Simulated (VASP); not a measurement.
The system is Li3Sc.

```
CELL_PARAMETERS angstrom
6.23146 0.00000 0.00000
-3.11573 5.39660 0.00000
0.00000 0.00000 4.93267
ATOMIC_POSITIONS crystal
Sc 0.33333 0.66667 0.75000
Sc 0.66667 0.33333 0.25000
Li 0.16087 0.32174 0.25000
Li 0.16087 0.83913 0.25000
Li 0.67826 0.83913 0.25000
Li 0.83913 0.67826 0.75000
Li 0.83913 0.16087 0.75000
Li 0.32174 0.16087 0.75000
```

The cell comes from a database or a generator and needn't be the stable form of this composition.

| Item | Value |
| --- | --- |
| Program | VASP 6.6.1 |
| Task | single point |
| Functional | PBE |
| Potentials or basis | VASP PAW PBE potentials, release 64 (Sc_sv, Li_sv) |
| Cutoff | 520 eV |
| k mesh | 5 × 5 × 6 |
| Occupations | fermi-dirac, width 0.05 eV |
| Spin | no spin polarisation |

On this cell: largest force 0.030 eV/Å; band gap on the k mesh none (metal or under the smearing width).

The same run follows on a disturbed copy (atoms moved at random, drawn with an rms of 0.05 Å):

```
Sc Li
1.0
     6.23146    0.00000    0.00000
    -3.11573    5.39660    0.00000
     0.00000    0.00000    4.93267
Sc Li
2 6
Cartesian
  -0.0039 3.5936 3.6914
  3.1207 1.7858 1.2212
  0.0156 1.7472 1.2785
  -1.6025 4.5853 1.2508
  1.6168 4.4960 1.2280
  3.1220 3.6762 3.6658
  4.7441 0.8827 3.6907
  1.4949 0.8555 3.6967
```

**Question.** What changes?

**Answer.** The energy (extrapolated to zero smearing) moves by +1.5 meV/atom; largest force 0.154 eV/Å; band gap on the k mesh none (metal or under the smearing width).

Forces in eV/Å, atoms in the order of the input:
```
Sc   0.021  0.043  0.082
Sc   0.075  0.064  0.003
Li  -0.037  0.023 -0.098
Li  -0.015 -0.142 -0.060
Li  -0.025  0.047 -0.020
Li  -0.012 -0.062  0.046
Li  -0.059 -0.045  0.019
Li   0.052  0.070  0.027
```
